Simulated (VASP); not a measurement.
# A single sheet of CrBr2 in VASP, part 3 of 3

Aim: model a single sheet of CrBr2 by a slab and find how far its highest filled level lies below the vacuum.

VASP 6.6.1; PBEsol, spin-polarised from a ferromagnetic start (one magnetic atom a cell); plane waves and PAW (Br, Cr).

Still holding for the runs below: The cell holds one magnetic atom, so no antiferromagnetic order fits into it.

So far. Step 2 (Surface relaxation): The run ended after 9 ionic steps, 0.025 eV below its first step, once the forces on the free atoms met EDIFFG = -0.03. Step 3 (Vacuum level and density of states): The vacuum level lies 4.97 eV above the highest filled level at the upper face; both faces agree, as the slab has next to no dipole.

## (4) Tunnelling image, filled states within 1 eV

A partial density over this window, at constant height above the top atom, is the Tersoff-Hamann picture of a tunnelling image.

Input file INCAR:

```
SYSTEM = CrBr2
PREC = Normal
ENCUT = 300
EDIFF = 1E-05
NELM = 120
ISMEAR = 0
SIGMA = 0.05
LREAL = .FALSE.
ALGO = Fast
GGA = PS
NBANDS = 24
ISPIN = 2
MAGMOM = 0 0 3
LMAXMIX = 4
LWAVE = .FALSE.
LCHARG = .FALSE.
ISTART = 1
LPARD = .TRUE.
NBMOD = -2
EINT = -3.578 -2.558
LSEPB = .FALSE.
LSEPK = .FALSE.
```

Input file POSCAR:

```
CrBr2
1.0
    4.1683699850      0.0000000000      0.0000000000
    2.5597016450      3.2898686630      0.0000000000
    0.0000000000      0.0000000000     18.0160793074
Br Cr
2 1
Direct
    0.5274906002      0.5274906002      0.5799915138
    0.2784075988      0.2784075988      0.4200084862
    0.9029490990      0.9029490990      0.5000000000
```

Input file KPOINTS:

```
Automatic mesh
0
Gamma
7 7 1
0 0 0
```

Potentials, in the order of the species: Br and Cr (PBE family, release 64).

The WAVECAR or CHGCAR of an earlier step is read.

On the command line:

```
$ mpirun -np 2 vasp_std
```

The log of the run:

```text
[banner, memory and clock lines left out]
running    2 mpi-ranks, on    1 nodes
 distrk:  each k-point on    2 cores,    1 groups
 distr:  one band on    1 cores,    2 groups

 POSCAR found type information on POSCAR BrCr
 POSCAR found :  2 types and       3 ions
|                                                                             |
|               ----> ADVICE to this user running VASP <----                  |
|                                                                             |
|     You enforced a specific xc type in the INCAR file but a different       |
|     [... a line on the potential file left out ...]
|     I HOPE YOU KNOW WHAT YOU ARE DOING!                                     |
|                                                                             |

 LDA part: xc-table for (Slater+PW92), standard interpolation
 found WAVECAR, reading the header
 POSCAR, INCAR and KPOINTS ok, starting setup
 FFT: planning ... GRIDC
 FFT: planning ... GRID_SOFT
 FFT: planning ... GRID
 reading WAVECAR
 the WAVECAR file was read successfully
Calculating partial charge density.
NDMOD =  -2
Energy range energy from INCAR:   -3.578  -2.558
No KPOINTS given: use all of them.

*****************************************************
* Parameters from pardens
*****************************************************

NBMOD is set to  -2
Selected energy range (EINT)   -3.5780  -2.5580
Selected all k-points to calculate charge density.
k-point no.    1; bands inside the range    2
  11  12
k-point no.    2; bands inside the range    2
  11  12
k-point no.    3; bands inside the range    2
  11  12
k-point no.    4; bands inside the range    2
  11  12
k-point no.    5; bands inside the range    2
  11  12
k-point no.    6; bands inside the range    2
  11  12
k-point no.    7; bands inside the range    3
  10  11  12
k-point no.    8; bands inside the range    2
  11  12
k-point no.    9; bands inside the range    2
  11  12
k-point no.   10; bands inside the range    3
  10  11  12
k-point no.   11; bands inside the range    3
  10  11  12
k-point no.   12; bands inside the range    3
  10  11  12
k-point no.   13; bands inside the range    3
  10  11  12
k-point no.   14; bands inside the range    2
  11  12
k-point no.   15; bands inside the range    3
  10  11  12
k-point no.   16; bands inside the range    3
  10  11  12
Finished calculating partial charge density.
VASP will stop now.
```

The job ended after 4.4 s (2 MPI ranks of AMD EPYC 7R43, shared host; 7.2 s of CPU time).

Parts of OUTCAR (step 4):

```text
 Found     16 irreducible k-points:

   NELECT =      20.0000    total number of electrons

[... 9 parts as in an earlier step ...]
```

Local density of states in the window along a and b. Constant height, 2.5 Å above the top atom.

Values in units of 1e-4 e/Å³, 12 rows by 16 columns, each cell a mean:
```
0.4 0.4 0.4 0.4 0.4 0.3 0.3 0.3 0.3 0.3 0.3 0.4 0.4 0.4 0.4 0.4
0.5 0.6 0.6 0.6 0.6 0.5 0.4 0.3 0.3 0.2 0.2 0.3 0.3 0.3 0.4 0.4
0.5 0.7 0.8 0.9 0.9 0.8 0.7 0.5 0.4 0.3 0.2 0.2 0.2 0.3 0.3 0.4
0.5 0.7 0.9 1.1 1.2 1.2 1.1 0.9 0.7 0.5 0.3 0.3 0.2 0.2 0.3 0.4
0.5 0.7 0.9 1.2 1.4 1.6 1.5 1.4 1.1 0.8 0.5 0.4 0.3 0.2 0.3 0.3
0.4 0.6 0.8 1.1 1.4 1.7 1.8 1.8 1.5 1.2 0.9 0.6 0.4 0.3 0.3 0.3
0.3 0.4 0.6 0.9 1.2 1.6 1.8 1.9 1.8 1.6 1.2 0.9 0.6 0.4 0.3 0.3
0.3 0.3 0.4 0.6 0.9 1.2 1.5 1.7 1.8 1.7 1.4 1.1 0.8 0.5 0.4 0.3
0.3 0.3 0.3 0.4 0.6 0.8 1.1 1.3 1.5 1.5 1.4 1.2 0.9 0.7 0.5 0.3
0.3 0.3 0.3 0.3 0.4 0.5 0.7 0.9 1.0 1.1 1.2 1.1 0.9 0.7 0.5 0.4
0.3 0.3 0.3 0.2 0.3 0.3 0.4 0.5 0.7 0.8 0.8 0.8 0.7 0.6 0.5 0.4
0.4 0.3 0.3 0.3 0.3 0.3 0.3 0.3 0.4 0.5 0.5 0.6 0.5 0.5 0.5 0.4
```
Columns: along a (fractional) from 0 to 0.972; rows upwards: along b (fractional) from 0 to 0.972.

Partial charge density in the ca plane at fractional y = 0.278, with atoms of Br within 0.2 Å of it. It is the smooth field of the valence electrons, not physical close to the nuclei.

Ten steps, logarithmic in the rise over the least value, from '0' (-0.002 Å⁻³) to '9' (0.054 Å⁻³), each cell a mean:
```
33333333333333334455666555443333333333333333
33333333333333333446787655544433333333333333
33333333333333344456788655665433333333333333
33333333333333445666676557876443333333333333
33333333333333457886555557876443333333333333
33333333333333468997544556665433333333333333
33333333333333468805754445554433333333333333
33333333333333456638964444444333333333333333
33333333333333345799864444333333333333333333
33333333333333334688655444433333333333333333
```
Columns run along c (18.0 Å), rows up along a (4.2 Å). Atoms in or near the plane, at fractional coordinates: Br at (0.42, 0.28).

Shared out to the nearest atoms, the partial charge density (by size) has 84 % on Cr; its largest share on one atom is 84 % (Cr3), so it takes 1 of the 3 atoms to pass 80 %.

Between its 5th and 95th percentile the partial density varies by a factor of 6.7, which sets the contrast of the image.

## (5) Tunnelling image, empty states within 1 eV

A partial density over this window, at constant height above the top atom, is the Tersoff-Hamann picture of a tunnelling image.

INCAR: that of step 4 with these lines changed.

```diff
@@ -19,3 +19,3 @@
 NBMOD = -2
-EINT = -3.578 -2.558
+EINT = -2.097 -1.077
 LSEPB = .FALSE.
```

POSCAR is that of step 4.

KPOINTS is that of step 4.

The WAVECAR or CHGCAR of an earlier step is read.

On the command line:

```
$ mpirun -np 2 vasp_std
```

The log of the run:

```text
 LDA part: xc-table for (Slater+PW92), standard interpolation
 found WAVECAR, reading the header
 POSCAR, INCAR and KPOINTS ok, starting setup
 FFT: planning ... GRIDC
 FFT: planning ... GRID_SOFT
 FFT: planning ... GRID
 reading WAVECAR
 the WAVECAR file was read successfully
Calculating partial charge density.
NDMOD =  -2
Energy range energy from INCAR:   -2.097  -1.077
No KPOINTS given: use all of them.

NBMOD is set to  -2
Selected energy range (EINT)   -2.0970  -1.0770
Selected all k-points to calculate charge density.
k-point no.    1; bands inside the range    1
  13
k-point no.    2; bands inside the range    1
  13
k-point no.    3; bands inside the range    1
  13
k-point no.    4; bands inside the range    1
  13
k-point no.    5; bands inside the range    2
   9  13
k-point no.    6; bands inside the range    1
  13
k-point no.    7; bands inside the range    1
  13
k-point no.    8; bands inside the range    1
  13
k-point no.    9; bands inside the range    1
  13
k-point no.   10; bands inside the range    1
  13
k-point no.   11; bands inside the range    2
   9  13
k-point no.   12; bands inside the range    1
  13
k-point no.   13; bands inside the range    1
  13
k-point no.   14; bands inside the range    1
  13
k-point no.   15; bands inside the range    2
   9  13
k-point no.   16; bands inside the range    1
  13
Finished calculating partial charge density.
VASP will stop now.

[... 3 parts as in an earlier step ...]
```

Wall time 4.6 s (2 MPI ranks).

From OUTCAR (step 5):

```text
   NELECT =      20.0000    total number of electrons

[... 9 parts as in an earlier step ...]

[... 1 further part left out ...]
```

Local density of states in the window along a and b. Constant height, 2.5 Å above the top atom.

Values in units of 1e-4 e/Å³, 12 rows by 16 columns, each cell a mean:
```
0.9 1.1 1.3 1.4 1.4 1.4 1.3 1.1 0.9 0.7 0.6 0.5 0.5 0.6 0.7 0.8
0.8 1.0 1.2 1.4 1.6 1.8 1.7 1.6 1.4 1.2 0.9 0.7 0.6 0.5 0.5 0.6
0.6 0.8 1.0 1.3 1.6 1.9 2.1 2.1 1.9 1.7 1.4 1.1 0.8 0.6 0.5 0.5
0.5 0.6 0.8 1.0 1.4 1.8 2.1 2.3 2.4 2.2 1.9 1.5 1.1 0.9 0.6 0.5
0.5 0.5 0.5 0.7 1.0 1.4 1.8 2.2 2.5 2.5 2.3 2.0 1.6 1.2 0.9 0.6
0.6 0.5 0.4 0.5 0.6 0.9 1.3 1.7 2.1 2.4 2.5 2.3 2.0 1.6 1.2 0.9
0.8 0.6 0.4 0.4 0.4 0.6 0.8 1.2 1.6 2.0 2.2 2.3 2.1 1.8 1.5 1.1
1.0 0.7 0.5 0.4 0.4 0.4 0.5 0.7 1.0 1.4 1.7 2.0 2.0 1.9 1.6 1.3
1.1 0.9 0.7 0.5 0.4 0.4 0.4 0.5 0.6 0.9 1.2 1.5 1.7 1.7 1.6 1.4
1.2 1.0 0.9 0.7 0.6 0.5 0.4 0.4 0.5 0.6 0.8 1.0 1.2 1.4 1.4 1.4
1.2 1.1 1.0 0.9 0.8 0.7 0.6 0.5 0.4 0.5 0.5 0.7 0.9 1.0 1.1 1.2
1.1 1.2 1.2 1.2 1.1 1.0 0.9 0.7 0.6 0.5 0.5 0.5 0.6 0.7 0.9 1.0
```
Columns: along a (fractional) from 0 to 0.972; rows upwards: along b (fractional) from 0 to 0.972.

Partial charge density in the ca plane at fractional y = 0.278, with atoms of Br within 0.2 Å of it. It is the smooth field of the valence electrons, not physical close to the nuclei.

Ten steps, logarithmic in the rise over the least value, from '0' (-0.91 × 1e-2 Å⁻³) to '9' (4.07 × 1e-2 Å⁻³), each cell a mean:
```
66666666666666666776666677877666666666666666
66666666666666666666666678887666666666666666
66666666666666666666667779987666666666666666
66666666666666666666667778876666666666666666
66666666666666666778777677766666666666666666
66666666666666667799976667666666666666666666
66666666666666677759986666666666666666666666
66666666666666678808986666666666666666666666
66666666666666678988876666666666666666666666
66666666666666677877666667776666666666666666
```
Columns run along c (18.0 Å), rows up along a (4.2 Å). Atoms in or near the plane, at fractional coordinates: Br at (0.42, 0.28).

Shared out to the nearest atoms, the partial charge density (by size) has 67 % on Cr; its largest share on one atom is 67 % (Cr3), and it takes 2 of the 3 atoms to pass 80 %.

Between its 5th and 95th percentile the partial density varies by a factor of 5.4, which sets the contrast of the image.

## (6) Putting the energies together

This step: slab, PBEsol; plane waves and PAW (VASP 6.6.1).

No new run; the numbers come from the runs before.

Numbers from this step:

```
ionisation potential at the upper face : 4.966 eV
```

## (7) Slab, other settings

This step: PBEsol, spin-polarised from a ferromagnetic start (one magnetic atom a cell); plane waves and PAW (Br, Cr) (VASP 6.6.1).

The run is repeated with some settings moved, to see what they change.

Input file INCAR:

```
SYSTEM = CrBr2
PREC = Normal
ENCUT = 300
EDIFF = 1E-06
NELM = 120
ISMEAR = 0
SIGMA = 0.05
LREAL = .FALSE.
ALGO = Fast
GGA = PS
NBANDS = 17
ISPIN = 2
MAGMOM = 0 0 3
LMAXMIX = 4
LORBIT = 11
LWAVE = .FALSE.
LCHARG = .FALSE.
KPAR = 2
IDIPOL = 3
LDIPOL = .TRUE.
DIPOL = 0.5 0.5 0.5
LVHAR = .TRUE.
LVACPOTAV = .TRUE.
```

POSCAR is that of step 5.

Input file KPOINTS:

```
Automatic mesh
0
Gamma
2 2 1
0 0 0
```

On the command line:

```
$ mpirun -np 2 vasp_std
```

The log of the run:

```text
[banner, memory and clock lines left out]
running    2 mpi-ranks, on    1 nodes
 distrk:  each k-point on    1 cores,    2 groups
 distr:  one band on    1 cores,    1 groups

 POSCAR found type information on POSCAR BrCr
 POSCAR found :  2 types and       3 ions
 [... a notice as in an earlier step ...]

 LDA part: xc-table for (Slater+PW92), standard interpolation
 POSCAR, INCAR and KPOINTS ok, starting setup
 FFT: planning ... GRIDC
 FFT: planning ... GRID_SOFT
 FFT: planning ... GRID
 WAVECAR not read
 entering main loop
       N       E                     dE             d eps       ncg     rms          rms(c)
DAV:   1     0.140139084127E+03    0.14014E+03   -0.48963E+03   204   0.550E+02
DAV:   2     0.758044495251E+01   -0.13256E+03   -0.12564E+03   257   0.172E+02
DAV:   3    -0.145777372519E+02   -0.22158E+02   -0.21490E+02   276   0.747E+01
DAV:   4    -0.153791596379E+02   -0.80142E+00   -0.80019E+00   264   0.196E+01
DAV:   5    -0.154018859741E+02   -0.22726E-01   -0.22713E-01   294   0.297E+00    0.112E+01
RMM:   6    -0.150806045369E+02    0.32128E+00   -0.61367E+00   214   0.197E+01    0.980E+00
RMM:   7    -0.149341561217E+02    0.14645E+00   -0.94946E-01   215   0.824E+00    0.471E+00
RMM:   8    -0.148151846040E+02    0.11897E+00   -0.33107E-01   235   0.330E+00    0.211E+00
RMM:   9    -0.147346668732E+02    0.80518E-01   -0.10154E-01   253   0.187E+00    0.746E-01
RMM:  10    -0.148390247310E+02   -0.10436E+00   -0.21267E-02   256   0.966E-01    0.492E-01
RMM:  11    -0.149611069232E+02   -0.12208E+00   -0.23836E-02   258   0.729E-01    0.349E-01
RMM:  12    -0.150935148596E+02   -0.13241E+00   -0.54461E-02   266   0.833E-01    0.200E-01
RMM:  13    -0.151685704066E+02   -0.75056E-01   -0.19708E-02   262   0.511E-01    0.108E-01
RMM:  14    -0.152017170000E+02   -0.33147E-01   -0.66733E-03   275   0.322E-01    0.767E-02
RMM:  15    -0.152094385311E+02   -0.77215E-02   -0.19496E-03   276   0.177E-01    0.369E-02
RMM:  16    -0.152101999244E+02   -0.76139E-03   -0.28291E-04   284   0.774E-02    0.201E-02
RMM:  17    -0.152105341953E+02   -0.33427E-03   -0.10743E-04   270   0.529E-02    0.140E-02
RMM:  18    -0.152108584237E+02   -0.32423E-03   -0.68439E-05   259   0.321E-02    0.640E-03
RMM:  19    -0.152110037586E+02   -0.14533E-03   -0.20201E-05   237   0.191E-02    0.476E-03
RMM:  20    -0.152110824494E+02   -0.78691E-04   -0.93116E-06   214   0.128E-02    0.249E-03
RMM:  21    -0.152111418993E+02   -0.59450E-04   -0.73621E-06   222   0.103E-02    0.184E-03
RMM:  22    -0.152111692248E+02   -0.27325E-04   -0.27221E-06   210   0.690E-03    0.113E-03
RMM:  23    -0.152111909986E+02   -0.21774E-04   -0.22996E-06   206   0.626E-03    0.722E-04
RMM:  24    -0.152111973490E+02   -0.63504E-05   -0.90473E-07   180   0.500E-03    0.472E-04
RMM:  25    -0.152111995686E+02   -0.22196E-05   -0.22317E-07   152   0.339E-03    0.364E-04
RMM:  26    -0.152112020632E+02   -0.24946E-05   -0.21012E-07   155   0.244E-03    0.327E-04
RMM:  27    -0.152112035088E+02   -0.14455E-05   -0.97535E-08   141   0.218E-03    0.215E-04
RMM:  28    -0.152112042655E+02   -0.75668E-06   -0.89452E-08   138   0.185E-03
 [... a notice as in an earlier step ...]

   1 F= -.15211204E+02 E0= -.15211204E+02  d E =-.422884E-13  mag=     4.0000
```

Wall time 24 s (2 MPI ranks); peak memory 0.29 GiB; 45 s of CPU time.

Parts of OUTCAR (step 7):

```text
   k-points           NKPTS =      3   k-points in BZ     NKDIM =      3   number of bands    NBANDS=     17

   NELECT =      20.0000    total number of electrons

 E-fermi :  -2.2441

 spin component 1
 k-point     1 :       0.0000    0.0000    0.0000
  band No.  band energies     occupation
    ...
      8      -5.0212      1.00000
      9      -4.0205      1.00000
     10      -3.6087      1.00000
     11      -3.4661      1.00000
     12      -2.5155      1.00000
     13      -1.4541      0.00000
     14       0.3968      0.00000
     15       1.0183      0.00000
     16       2.1178      0.00000
     17       2.3386      0.00000

 k-point     2 :       0.5000    0.0000    0.0000
  band No.  band energies     occupation
    ...
      8      -5.5731      1.00000
      9      -3.7409      1.00000
     10      -3.5993      1.00000
     11      -3.3801      1.00000
     12      -2.4985      1.00000
     13      -1.5417      0.00000
     14       1.4446      0.00000
     15       1.5274      0.00000
     16       3.9632      0.00000
     17       4.4933      0.00000

  Total        0.4439140      0.4887271     -0.8164479     -0.0287981     -0.0914699     -0.1870640
  in kB        2.8787527      3.1693622     -5.2946097     -0.1867536     -0.5931760     -1.2130972
  external PRESSURE =       0.2511684 kB  Pullay stress =       0.0000000 kB

 POSITION                                       TOTAL-FORCE (eV/Angst)
 -----------------------------------------------------------------------------------
      3.54899      1.73537     10.44917        -0.064942     -0.031755     -0.272948
      1.87315      0.91592      7.56691         0.064942      0.031755      0.272948
      6.07511      2.97058      9.00804         0.000000     -0.000000     -0.000000
 -----------------------------------------------------------------------------------
    total drift:                                0.000019      0.000009      0.000002

  FREE ENERGIE OF THE ION-ELECTRON SYSTEM (eV)
  ---------------------------------------------------
  free  energy   TOTEN  =       -15.2112042655 eV

  energy  without entropy=      -15.2112042655  energy(sigma->0) =      -15.21120427

 vacuum level on the upper side and lower side of the slab         2.377         2.377

 magnetization (x)
# of ion       s       p       d       tot
------------------------------------------
    1        0.001  -0.044   0.012  -0.032
    2        0.001  -0.044   0.012  -0.032
    3        0.071   0.032   3.645   3.748
--------------------------------------------------
tot          0.072  -0.056   3.669   3.685

[... 8 parts as in an earlier step ...]

[... 8 further parts left out ...]
```

Settings moved on purpose: a k-mesh of 2×2×1 in place of 7×7×1. The run ended without an error; the comparison shows what it cost.

Against the run that it repeats, NBANDS also differs.

Side by side:

| quantity | this run | the run it repeats | difference |
| --- | --- | --- | --- |
| energy at zero smearing (eV) | -15.211 | -15.489 | 0.278 |
| free energy (TOTEN) (eV) | -15.211 | -15.489 | 0.278 |
| Fermi energy (eV) | -2.2441 | -2.3788 | 0.135 |
| electronic cycles | 28 | 27 | 1 |

One result that differs is the free energy (TOTEN), -15.2 eV against -15.5 eV.

The total energy moves by 92.7 meV an atom.

## (8) What came out

| Item | Value |
| --- | --- |
| ionisation potential of the slab | 4.97 eV |

In words: The ionisation potential is 4.97 eV at both faces. The atom that ends on top (Br) moved inwards by 0.07 Å, counted from the mean of all atoms. The largest moment is 3.74 μB. Semilocal band edges put the ionisation potential too low and the gap too small. The cell in the plane was kept as given and was not relaxed here. The slab has a gap, so the level below the vacuum is counted from the highest filled level.

[Lines on the potential files, build, host, timing and source positions are cut from VASP's logs without a mark.]

[Logs are printed without paths, hosts, clocks, repeated set-up lines and the standing remarks that a program may print on its own settings, such as how far it seeks lower states.]

[Hosts, paths, dates, database ids (printed as entryN), source tags and the programs' standing remarks are cut or masked in the printed files.]

[In band tables of VASP the shares of atoms and orbitals are scaled to a sum of 1 inside the atoms' spheres.]

[Runs that stopped without an error message from VASP are left out.]
